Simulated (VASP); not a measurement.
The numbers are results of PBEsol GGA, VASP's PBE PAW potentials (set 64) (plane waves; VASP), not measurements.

The input files of a VASP run:

File KPOINTS:
```
Automatic
0
gamma
 7 7 4
0 0 0
```

File POSCAR:
```
Cd2TeS
1
    4.3600950782    -0.0000000000    -0.0000000000
   -2.1800475391     3.7759527519    -0.0000000000
   -0.0000000000    -0.0000000000     7.1297580786
Cd Te S
2 1 1
Direct
  0.6666670000   0.3333330000   0.4729384739
  0.0000000000   1.0000000000   0.0245777156
  0.0000000000   0.0000000000   0.6303826770
  0.6666670000   0.3333330000   0.1201011335
```

### INCAR
```
ISMEAR=1   ! Methfessel-Paxton
IBRION=2   ! conjugate gradients
LREAL=.FALSE.   ! projection in real space or not
SIGMA=0.1
EDIFF=1E-6
SYSTEM=Cd2TeS
LWAVE=.FALSE.
GGA=PS
LASPH=.TRUE.   ! aspherical one-centre terms
LMAXMIX=4   ! l cut-off of mixed one-centre charges
ENCUT=400   ! plane-wave cut-off (eV)
LCHARG=.FALSE.
ISIF=3   ! ions, shape and volume
NELM=100   ! most electronic steps
EDIFFG=-0.02
NSW=60
PREC=Accurate
ALGO=Normal   ! blocked Davidson
```

POTCAR, in this order: Cd Te S (PBE.64 set). Program: vasp_std.

Output of the run:

File OSZICAR:
```
       N       E                     dE             d eps       ncg     rms          rms(c)
DAV:   1     0.207108279923E+03    0.20711E+03   -0.14866E+04  1232   0.118E+03
DAV:   2    -0.160087925477E+01   -0.20871E+03   -0.20465E+03  1358   0.315E+02
DAV:   3    -0.127598504907E+02   -0.11159E+02   -0.11119E+02  1472   0.741E+01
DAV:   4    -0.128975629408E+02   -0.13771E+00   -0.13765E+00  1616   0.761E+00
DAV:   5    -0.128989073059E+02   -0.13444E-02   -0.13443E-02  1508   0.678E-01    0.951E+00
DAV:   6    -0.121373544321E+02    0.76155E+00   -0.19159E+00  1592   0.150E+01    0.752E+00
DAV:   7    -0.121076695078E+02    0.29685E-01   -0.57756E-01  1370   0.466E+00    0.318E+00
DAV:   8    -0.121012892400E+02    0.63803E-02   -0.87479E-02  1650   0.313E+00    0.481E-01
DAV:   9    -0.121001826297E+02    0.11066E-02   -0.15503E-02  1500   0.135E+00    0.243E-01
DAV:  10    -0.121003202073E+02   -0.13758E-03   -0.17508E-03  1450   0.375E-01    0.793E-02
DAV:  11    -0.121003439211E+02   -0.23714E-04   -0.13351E-04  1418   0.108E-01    0.350E-02
DAV:  12    -0.121003531730E+02   -0.92519E-05   -0.41749E-05  1500   0.376E-02    0.184E-02
DAV:  13    -0.121003625861E+02   -0.94131E-05   -0.14891E-05  1304   0.331E-02    0.422E-03
DAV:  14    -0.121003629002E+02   -0.31411E-06   -0.20104E-06  1078   0.162E-02
   1 F= -.12100363E+02 E0= -.12100327E+02  d E =-.121004E+02
       N       E                     dE             d eps       ncg     rms          rms(c)
DAV:   1    -0.121206911350E+02   -0.20329E-01   -0.48037E-01  1304   0.720E+00    0.104E+00
DAV:   2    -0.121034060247E+02    0.17285E-01   -0.51507E-02  1346   0.292E+00    0.343E-01
DAV:   3    -0.121015692027E+02    0.18368E-02   -0.53010E-03  1412   0.621E-01    0.291E-01
DAV:   4    -0.121012412053E+02    0.32800E-03   -0.61142E-04  1340   0.194E-01    0.533E-02
DAV:   5    -0.121012064923E+02    0.34713E-04   -0.18364E-04  1460   0.158E-01    0.351E-02
DAV:   6    -0.121012082404E+02   -0.17481E-05   -0.17770E-05  1352   0.450E-02    0.185E-02
DAV:   7    -0.121012090292E+02   -0.78880E-06   -0.27385E-06  1080   0.154E-02
   2 F= -.12101209E+02 E0= -.12101171E+02  d E =-.846129E-03
       N       E                     dE             d eps       ncg     rms          rms(c)
DAV:   1    -0.121016903149E+02   -0.48207E-03   -0.11177E-02  1304   0.110E+00    0.160E-01
DAV:   2    -0.121012922309E+02    0.39808E-03   -0.11886E-03  1346   0.445E-01    0.544E-02
DAV:   3    -0.121012480734E+02    0.44157E-04   -0.12115E-04  1406   0.948E-02    0.462E-02
DAV:   4    -0.121012364743E+02    0.11599E-04   -0.14507E-05  1352   0.293E-02    0.837E-03
DAV:   5    -0.121012348286E+02    0.16457E-05   -0.42743E-06  1148   0.241E-02    0.530E-03
DAV:   6    -0.121012347460E+02    0.82608E-07   -0.40615E-07   640   0.707E-03
   3 F= -.12101235E+02 E0= -.12101197E+02  d E =-.871846E-03
       N       E                     dE             d eps       ncg     rms          rms(c)
DAV:   1    -0.121014880046E+02   -0.25318E-03   -0.23956E-02  1238   0.106E+00    0.826E-02
DAV:   2    -0.121013995036E+02    0.88501E-04   -0.45413E-04  1484   0.196E-01    0.392E-02
DAV:   3    -0.121013598156E+02    0.39688E-04   -0.48107E-05  1418   0.575E-02    0.224E-02
DAV:   4    -0.121013495059E+02    0.10310E-04   -0.19337E-05  1474   0.346E-02    0.720E-03
DAV:   5    -0.121013491644E+02    0.34151E-06   -0.25761E-06  1148   0.140E-02
   4 F= -.12101349E+02 E0= -.12101307E+02  d E =-.114418E-03
       N       E                     dE             d eps       ncg     rms          rms(c)
DAV:   1    -0.121016888868E+02   -0.33938E-03   -0.48758E-02  1238   0.152E+00    0.119E-01
DAV:   2    -0.121015083612E+02    0.18053E-03   -0.92761E-04  1484   0.280E-01    0.553E-02
DAV:   3    -0.121014276219E+02    0.80739E-04   -0.98018E-05  1418   0.821E-02    0.318E-02
DAV:   4    -0.121014070088E+02    0.20613E-04   -0.39551E-05  1474   0.496E-02    0.103E-02
DAV:   5    -0.121014064413E+02    0.56745E-06   -0.53247E-06  1274   0.201E-02
   5 F= -.12101406E+02 E0= -.12101359E+02  d E =-.171695E-03
       N       E                     dE             d eps       ncg     rms          rms(c)
DAV:   1    -0.121016346041E+02   -0.22760E-03   -0.62941E-02  1232   0.169E+00    0.112E-01
DAV:   2    -0.121014807764E+02    0.15383E-03   -0.87767E-04  1520   0.314E-01    0.392E-02
DAV:   3    -0.121014625031E+02    0.18273E-04   -0.64799E-05  1442   0.687E-02    0.315E-02
DAV:   4    -0.121014608216E+02    0.16815E-05   -0.52238E-06  1376   0.174E-02    0.809E-03
DAV:   5    -0.121014609487E+02   -0.12710E-06   -0.17250E-06   862   0.136E-02
   6 F= -.12101461E+02 E0= -.12101412E+02  d E =-.545074E-04
```

### OUTCAR
```
------------------------ aborting loop because EDIFF is reached ----------------------------------------
  FORCE on cell =-STRESS in cart. coord.  units (eV):
  Direction    XX          YY          ZZ          XY          YZ          ZX
  --------------------------------------------------------------------------------------
  Total        0.0064367      0.0064367      0.0049746      0.0000000      0.0000000      0.0000000
  in kB        0.0884215      0.0884215      0.0683361      0.0000000      0.0000000      0.0000000
  external PRESSURE =       0.0817264 kB  Pullay stress =       0.0000000 kB
  volume of cell :      116.63
      direct lattice vectors                 reciprocal lattice vectors
     4.344292744  0.000000000  0.000000000     0.230187066  0.132898577  0.000000000
    -2.172146372  3.762267533  0.000000000    -0.000000000  0.265797153  0.000000000
     0.000000000 -0.000000000  7.135855858     0.000000000 -0.000000000  0.140137360
 POSITION                                       TOTAL-FORCE (eV/Angst)
 -----------------------------------------------------------------------------------
      2.17215      1.25409      3.37021         0.000000     -0.000000     -0.005628
     -2.17215      3.76227      0.17824        -0.000000     -0.000000      0.001518
     -2.17215      3.76227      4.50428         0.000000     -0.000000     -0.002889
      2.17215      1.25409      0.85281        -0.000000      0.000000      0.007000
 -----------------------------------------------------------------------------------
    total drift:                               -0.001986      0.001144     -0.002022
  FREE ENERGIE OF THE ION-ELECTRON SYSTEM (eV)
  ---------------------------------------------------
  free  energy   TOTEN  =       -12.1014609487 eV

  energy  without entropy=      -12.1013137636  energy(sigma->0) =      -12.10141189

 reached required accuracy - stopping structural energy minimisation
```
(Selected blocks of OUTCAR.)

File CONTCAR:
```
Cd2TeS
   1.00000000000000
     4.3442927444114092    0.0000000000000000    0.0000000000000000
    -2.1721463722057046    3.7622675331901658    0.0000000000000000
     0.0000000000000000   -0.0000000000000000    7.1358558580465319
  Cd              Te              S
     2     1     1
Direct
     0.6666669999999968    0.3333330000000032    0.4722927816330344
     0.0000000000000000    1.0000000000000000    0.0249775647197747
     0.0000000000000000    1.0000000000000000    0.6312184962964500
     0.6666669999999968    0.3333330000000032    0.1195111573507456
```

The structure comes from a computed database's Cd2TeS entry (P3m1); how it stands against other phases isn't given here. This run relaxes it. Symmetry was kept, so distortions that lower it aren't found. The start is the result of an earlier pass.
